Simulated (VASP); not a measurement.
Calculation: PBE GGA, VASP's PBE PAW potentials (set 64) (plane waves; VASP 6.6.1).

The input files of a VASP run:

**INCAR**
```
SYSTEM = SrO
PREC = Accurate
ENCUT = 520
EDIFF = 1E-6
NELM = 100
ALGO = Normal
LREAL = .FALSE.
LASPH = .TRUE.
ISMEAR = 0
SIGMA = 0.05
GGA = PE
LMAXMIX = 4
LWAVE = .FALSE.
LCHARG = .FALSE.
IBRION = 2
ISIF = 3
NSW = 60
EDIFFG = -0.01
```

File POSCAR:
```
SrO
1
    0.0000000000     2.5800000000     2.5800000000
    2.5800000000     0.0000000000     2.5800000000
    2.5800000000     2.5800000000     0.0000000000
Sr O
1 1
Direct
  0.0000000000   0.0000000000   0.0000000000
  0.5000000000   0.5000000000   0.5000000000
```

**KPOINTS**
```
Regular mesh
0
G
8 8 8
```

POTCAR, in this order: Sr_sv O (PBE.64 set). Program: vasp_std.

Output

**OUTCAR**
```
 ion  position               nearest neighbor table
   1  0.000  0.000  0.000-   2 2.58   2 2.58   2 2.58   2 2.58   2 2.58   2 2.58
   2  0.500  0.500  0.500-   1 2.58   1 2.58   1 2.58   1 2.58   1 2.58   1 2.58
  LATTYP: Found a face centered cubic cell.
 ALAT       =     5.1600000000
 Subroutine PRICEL returns:
 Original cell was already a primitive cell.
 Subroutine GETGRP returns: Found 48 space group operations
The static configuration has the point symmetry O_h .
The dynamic configuration has the point symmetry O_h .
 Subroutine INISYM returns: Found 48 space group operations
 Subroutine IBZKPT returns following result:
 Found     29 irreducible k-points:

 Following reciprocal coordinates:
            Coordinates               Weight
  0.000000  0.000000  0.000000      1.000000
  0.125000  0.000000  0.000000      8.000000
  0.250000  0.000000  0.000000      8.000000
  0.375000  0.000000  0.000000      8.000000
  0.500000  0.000000  0.000000      4.000000
  0.125000  0.125000  0.000000      6.000000
  0.250000  0.125000  0.000000     24.000000
  0.375000  0.125000  0.000000     24.000000
  0.500000  0.125000  0.000000     24.000000
 -0.375000  0.125000  0.000000     24.000000
 -0.250000  0.125000  0.000000     24.000000
 -0.125000  0.125000  0.000000     12.000000
  0.250000  0.250000  0.000000      6.000000
  0.375000  0.250000  0.000000     24.000000
  0.500000  0.250000  0.000000     24.000000
 -0.375000  0.250000  0.000000     24.000000
 -0.250000  0.250000  0.000000     12.000000
  0.375000  0.375000  0.000000      6.000000
  0.500000  0.375000  0.000000     24.000000
 -0.375000  0.375000  0.000000     12.000000
  0.500000  0.500000  0.000000      3.000000
  0.375000  0.250000  0.125000     24.000000
  0.500000  0.250000  0.125000     48.000000
 -0.375000  0.250000  0.125000     24.000000
...
```

OSZICAR:
```
       N       E                     dE             d eps       ncg     rms          rms(c)
DAV:   1     0.762091476744E+02    0.76209E+02   -0.87666E+03   696   0.131E+03
DAV:   2    -0.110149054557E+02   -0.87224E+02   -0.80283E+02   984   0.250E+02
DAV:   3    -0.141693994665E+02   -0.31545E+01   -0.31360E+01   928   0.470E+01
DAV:   4    -0.142487956169E+02   -0.79396E-01   -0.79370E-01   956   0.635E+00
DAV:   5    -0.142491592792E+02   -0.36366E-03   -0.36366E-03   892   0.517E-01    0.165E+01
DAV:   6    -0.121655802925E+02    0.20836E+01   -0.10539E+01   796   0.242E+01    0.198E+01
DAV:   7    -0.120541629048E+02    0.11142E+00   -0.59780E-01   872   0.685E+00    0.113E+01
DAV:   8    -0.120464942697E+02    0.76686E-02   -0.13688E-01   732   0.413E+00    0.809E-01
DAV:   9    -0.120471838070E+02   -0.68954E-03   -0.13321E-02   968   0.970E-01    0.217E-01
DAV:  10    -0.120478802392E+02   -0.69643E-03   -0.11176E-03   736   0.338E-01    0.505E-02
DAV:  11    -0.120479928098E+02   -0.11257E-03   -0.18056E-04   852   0.118E-01    0.422E-02
DAV:  12    -0.120480087781E+02   -0.15968E-04   -0.25526E-05   744   0.498E-02    0.252E-02
DAV:  13    -0.120480074381E+02    0.13399E-05   -0.31257E-06   860   0.212E-02    0.255E-03
DAV:  14    -0.120480072159E+02    0.22220E-06   -0.34597E-07   416   0.606E-03
   1 F= -.12048007E+02 E0= -.12048007E+02  d E =-.120480E+02
       N       E                     dE             d eps       ncg     rms          rms(c)
DAV:   1    -0.121953682329E+02   -0.14736E+00   -0.30862E+00   792   0.167E+01    0.335E+00
DAV:   2    -0.120821097374E+02    0.11326E+00   -0.55221E-01   776   0.634E+00    0.108E+00
DAV:   3    -0.120565971328E+02    0.25513E-01   -0.54890E-02   896   0.260E+00    0.113E+00
DAV:   4    -0.120517108308E+02    0.48863E-02   -0.31858E-02  1060   0.133E+00    0.902E-01
DAV:   5    -0.120530821897E+02   -0.13714E-02   -0.13824E-03   980   0.336E-01    0.357E-01
DAV:   6    -0.120534871524E+02   -0.40496E-03   -0.31831E-03  1112   0.361E-01    0.293E-02
DAV:   7    -0.120534848372E+02    0.23152E-05   -0.18302E-05   756   0.454E-02    0.126E-02
DAV:   8    -0.120534844251E+02    0.41212E-06   -0.37456E-06  1072   0.144E-02
   2 F= -.12053484E+02 E0= -.12053484E+02  d E =-.547721E-02
       N       E                     dE             d eps       ncg     rms          rms(c)
DAV:   1    -0.120662326756E+02   -0.12748E-01   -0.25483E-01   808   0.482E+00    0.103E+00
DAV:   2    -0.120567077307E+02    0.95249E-02   -0.44443E-02   764   0.178E+00    0.305E-01
DAV:   3    -0.120546555873E+02    0.20521E-02   -0.46745E-03   868   0.740E-01    0.247E-01
DAV:   4    -0.120543038235E+02    0.35176E-03   -0.30447E-03  1052   0.410E-01    0.209E-01
DAV:   5    -0.120544368096E+02   -0.13299E-03   -0.11230E-04   820   0.116E-01    0.505E-02
DAV:   6    -0.120544674653E+02   -0.30656E-04   -0.17868E-04  1128   0.936E-02    0.247E-02
DAV:   7    -0.120544722316E+02   -0.47663E-05   -0.43596E-06  1080   0.186E-02    0.534E-03
DAV:   8    -0.120544723795E+02   -0.14792E-06   -0.31716E-07   376   0.620E-03
   3 F= -.12054472E+02 E0= -.12054472E+02  d E =-.646516E-02
```

File OUTCAR:
```
------------------------ aborting loop because EDIFF is reached ----------------------------------------
  FORCE on cell =-STRESS in cart. coord.  units (eV):
  Direction    XX          YY          ZZ          XY          YZ          ZX
  --------------------------------------------------------------------------------------
  Total        0.0009546      0.0009546      0.0009546      0.0000000      0.0000000      0.0000000
  in kB        0.0433883      0.0433883      0.0433883      0.0000000      0.0000000      0.0000000
  external PRESSURE =       0.0433883 kB  Pullay stress =       0.0000000 kB
  volume of cell :       35.25
      direct lattice vectors                 reciprocal lattice vectors
     0.000000000  2.602395300  2.602395300    -0.192130688  0.192130688  0.192130688
     2.602395300 -0.000000000  2.602395300     0.192130688 -0.192130688  0.192130688
     2.602395300  2.602395300  0.000000000     0.192130688  0.192130688 -0.192130688
  FREE ENERGIE OF THE ION-ELECTRON SYSTEM (eV)
  ---------------------------------------------------
  free  energy   TOTEN  =       -12.0544723795 eV

  energy  without entropy=      -12.0544723795  energy(sigma->0) =      -12.05447238

 reached required accuracy - stopping structural energy minimisation
```
(Selected blocks of OUTCAR.)

### CONTCAR
```
SrO
   1.00000000000000
     0.0000000000000000    2.6023952995821755    2.6023952995821755
     2.6023952995821755   -0.0000000000000000    2.6023952995821755
     2.6023952995821755    2.6023952995821755    0.0000000000000000
  Sr              O
     1     1
Direct
     0.0000000000000000    0.0000000000000000    0.0000000000000000
     0.5000000000000000    0.5000000000000000    0.5000000000000000
```

Energy and stress use the plane-wave basis of the starting cell.

The compound is SrO in the rock salt structure. This run relaxes it. Symmetry was kept, so distortions that lower it aren't found.
